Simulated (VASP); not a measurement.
OSZICAR of a VASP run on FeAl (CsCl type):

File OSZICAR:
```
       N       E                     dE             d eps       ncg     rms          rms(c)
DAV:   1     0.277231946934E+02    0.27723E+02   -0.43304E+03  2184   0.995E+02
DAV:   2    -0.135195645486E+02   -0.41243E+02   -0.39519E+02  2184   0.169E+02
DAV:   3    -0.145649399405E+02   -0.10454E+01   -0.10292E+01  2647   0.367E+01
DAV:   4    -0.145850501825E+02   -0.20110E-01   -0.20082E-01  2723   0.443E+00
DAV:   5    -0.145855192676E+02   -0.46909E-03   -0.46903E-03  2647   0.571E-01    0.138E+01
RMM:   6    -0.160658033554E+02   -0.14803E+01   -0.30774E+01  2160   0.999E+01    0.185E+01
RMM:   7    -0.126195280371E+02    0.34463E+01   -0.95797E+00  2160   0.617E+01    0.297E+00
RMM:   8    -0.126228502224E+02   -0.33222E-02   -0.88151E-02  2181   0.284E+00    0.173E+00
RMM:   9    -0.126170912751E+02    0.57589E-02   -0.30800E-02  2164   0.159E+00    0.609E-01
RMM:  10    -0.126118766418E+02    0.52146E-02   -0.99902E-03  2160   0.176E+00    0.162E-01
RMM:  11    -0.126120011557E+02   -0.12451E-03   -0.51369E-03  2163   0.513E-01    0.735E-02
RMM:  12    -0.126119940925E+02    0.70632E-05   -0.59474E-04  2238   0.429E-01    0.392E-02
RMM:  13    -0.126120146313E+02   -0.20539E-04   -0.17498E-04  2204   0.136E-01    0.690E-02
RMM:  14    -0.126120231806E+02   -0.85493E-05   -0.13185E-04  2043   0.198E-01    0.428E-02
RMM:  15    -0.126120135605E+02    0.96202E-05   -0.21924E-05  1513   0.855E-02
   1 F= -.12612014E+02 E0= -.12612073E+02  d E =-.126120E+02
```

Problem. Which electronic solver shows in the log?

Solution. It is blocked Davidson (ALGO = Normal, or the opening steps of other solvers) and then RMM-DIIS (ALGO = Fast or VeryFast). The INCAR had ALGO = Fast.

Problem. How was spin treated?

Solution. Without spin polarisation: there is no mag entry.

Problem. Can the final energy be trusted as converged?

Solution. The run converged. It stopped with EDIFF = 1E-5, NELM = 100, NSW = 20 and EDIFFG = -0.03 after 1 ionic step (PBE GGA, plane waves, VASP's PBE PAW potentials (set 64)).

The compound is FeAl in the CsCl type structure. It was relaxed first. The run is not spin-polarised, so no magnetic state was tried. The electron count is odd and the run is not spin-polarised, which forces a metal.
